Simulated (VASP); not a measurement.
All values below come from PBEsol GGA, VASP's PBE PAW potentials (set 64) (plane waves; VASP).

VASP input:

File POSCAR:
```
CaO
1.0
  0.0000000000   2.2091941398   2.2091941398
  2.2091941398   0.0000000000   2.2091941398
  2.2091941398   2.2091941398   0.0000000000
Ca O
1 1
Direct
  1.0000000000   1.0000000000   0.0000000000
  0.5000000000   0.5000000000   0.5000000000
```

File KPOINTS:
```
kpoints
0
gamma
 10 10 10
0 0 0
```

### INCAR
```
SYSTEM  =  CaO
PREC  =  Accurate; ENCUT  =  620; LREAL  =  .FALSE.
LASPH  =  .TRUE.
EDIFF  =  1E-6; NELM  =  100; ALGO  =  Normal
ISMEAR  =  0; SIGMA  =  0.05
GGA  =  PS
IBRION  =  2; NSW  =  40; ISIF  =  3
EDIFFG  =  -0.02; PSTRESS  =  450
LWAVE  =  .FALSE.; LCHARG  =  .FALSE.
```

POTCAR, in this order: Ca_sv O (PBE.64 set). Program: vasp_std.

What VASP printed:

File OUTCAR:
```
 ion  position               nearest neighbor table
   1  0.000  0.000  0.000-   2 2.21   2 2.21   2 2.21   2 2.21   2 2.21   2 2.21
   2  0.500  0.500  0.500-   1 2.21   1 2.21   1 2.21   1 2.21   1 2.21   1 2.21
  LATTYP: Found a face centered cubic cell.
 ALAT       =     4.4183882796
 Subroutine PRICEL returns:
 Original cell was already a primitive cell.
 Subroutine GETGRP returns: Found 48 space group operations
The static configuration has the point symmetry O_h .
The dynamic configuration has the point symmetry O_h .
 Subroutine INISYM returns: Found 48 space group operations
 Subroutine IBZKPT returns following result:
 Found     47 irreducible k-points:

 Following reciprocal coordinates:
            Coordinates               Weight
  0.000000  0.000000  0.000000      1.000000
  0.100000  0.000000  0.000000      8.000000
  0.200000  0.000000  0.000000      8.000000
  0.300000  0.000000  0.000000      8.000000
  0.400000  0.000000  0.000000      8.000000
  0.500000  0.000000  0.000000      4.000000
  0.100000  0.100000  0.000000      6.000000
  0.200000  0.100000  0.000000     24.000000
  0.300000  0.100000  0.000000     24.000000
  0.400000  0.100000  0.000000     24.000000
  0.500000  0.100000  0.000000     24.000000
 -0.400000  0.100000  0.000000     24.000000
 -0.300000  0.100000  0.000000     24.000000
 -0.200000  0.100000  0.000000     24.000000
 -0.100000  0.100000  0.000000     12.000000
  0.200000  0.200000  0.000000      6.000000
  0.300000  0.200000  0.000000     24.000000
  0.400000  0.200000  0.000000     24.000000
  0.500000  0.200000  0.000000     24.000000
 -0.400000  0.200000  0.000000     24.000000
 -0.300000  0.200000  0.000000     24.000000
 -0.200000  0.200000  0.000000     12.000000
  0.300000  0.300000  0.000000      6.000000
  0.400000  0.300000  0.000000     24.000000
...
```

### OSZICAR
```
       N       E                     dE             d eps       ncg     rms          rms(c)
DAV:   1     0.146514796147E+03    0.14651E+03   -0.98112E+03  1128   0.162E+03
DAV:   2    -0.817770056075E+01   -0.15469E+03   -0.14608E+03  1308   0.378E+02
DAV:   3    -0.142461712923E+02   -0.60685E+01   -0.60237E+01  1404   0.786E+01
DAV:   4    -0.144319462608E+02   -0.18577E+00   -0.18561E+00  1600   0.118E+01
DAV:   5    -0.144334708738E+02   -0.15246E-02   -0.15245E-02  1368   0.120E+00    0.839E+00
DAV:   6    -0.128132008556E+02    0.16203E+01   -0.70973E+00  1340   0.278E+01    0.315E+00
DAV:   7    -0.127768401185E+02    0.36361E-01   -0.52893E-01  1452   0.787E+00    0.164E+00
DAV:   8    -0.127620953298E+02    0.14745E-01   -0.64800E-02  1388   0.308E+00    0.365E-01
DAV:   9    -0.127602357791E+02    0.18596E-02   -0.17424E-02  1352   0.132E+00    0.126E-01
DAV:  10    -0.127603429379E+02   -0.10716E-03   -0.14724E-03  1300   0.431E-01    0.323E-02
DAV:  11    -0.127603854275E+02   -0.42490E-04   -0.12260E-04  1560   0.112E-01    0.220E-02
DAV:  12    -0.127603768196E+02    0.86079E-05   -0.32114E-05  1332   0.720E-02    0.190E-03
DAV:  13    -0.127603770685E+02   -0.24892E-06   -0.26851E-06  1300   0.172E-02
   1 F= -.67037118E+01 E0= -.67037118E+01  d E =-.670371E+01
```

OUTCAR:
```
------------------------ aborting loop because EDIFF is reached ----------------------------------------
  FORCE on cell =-STRESS in cart. coord.  units (eV):
  Direction    XX          YY          ZZ          XY          YZ          ZX
  --------------------------------------------------------------------------------------
  Total        6.0530031      6.0530031      6.0530031      0.0000000      0.0000000      0.0000000
  in kB      449.7279016    449.7279016    449.7279016      0.0000000      0.0000000      0.0000000
  external PRESSURE =      -0.2720984 kB  Pullay stress =     450.0000000 kB
  volume of cell :       21.56
      direct lattice vectors                 reciprocal lattice vectors
     0.000000000  2.209194140  2.209194140    -0.226326872  0.226326872  0.226326872
     2.209194140  0.000000000  2.209194140     0.226326872 -0.226326872  0.226326872
     2.209194140  2.209194140  0.000000000     0.226326872  0.226326872 -0.226326872
  FREE ENERGIE OF THE ION-ELECTRON SYSTEM (eV)
  ---------------------------------------------------
  free  energy   TOTEN  =       -12.7603770685 eV

  energy  without entropy=      -12.7603770685  energy(sigma->0) =      -12.76037707
  enthalpy is  TOTEN    =        -6.7037117681 eV   P V=        6.0566653004

 reached required accuracy - stopping structural energy minimisation
```
(Selected blocks of OUTCAR.)

The compound is CaO in the rock salt structure. It was relaxed first under an external pressure of 45 GPa.
